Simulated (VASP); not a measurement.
Given:

```xyz
2
Lattice="0.0000 1.9584 1.9584 1.9584 0.0000 1.9584 1.9584 1.9584 0.0000" Properties=species:S:1:pos:R:3 pbc="T T T"
Li     0.0000     0.0000     0.0000
H      1.9584     1.9584     1.9584
```

These are HSEsol screened hybrid, VASP's PBE PAW potentials (set 64) (plane waves; VASP) values and carry that method's errors. Run with 520 eV cut-off, 8×8×8 Γ-centred mesh, Gaussian smearing of 0.050 eV, potentials Li_sv H.

### Question
Predict the energy per atom (σ→0), pressure, band gap (on the k-mesh) with the smallest direct gap where there is one.

### Answer

- band gap (on the k-mesh): 3.77 eV
- smallest direct gap (on the k-mesh): 3.77 eV
- energy per atom (σ→0): -3.404 eV/atom
- pressure: 1.46 GPa

The compound is LiH in the rock salt structure. This cell is one point of a volume scan, at 0.94 of the reference volume. The cell's shape comes from a PBE relaxation.
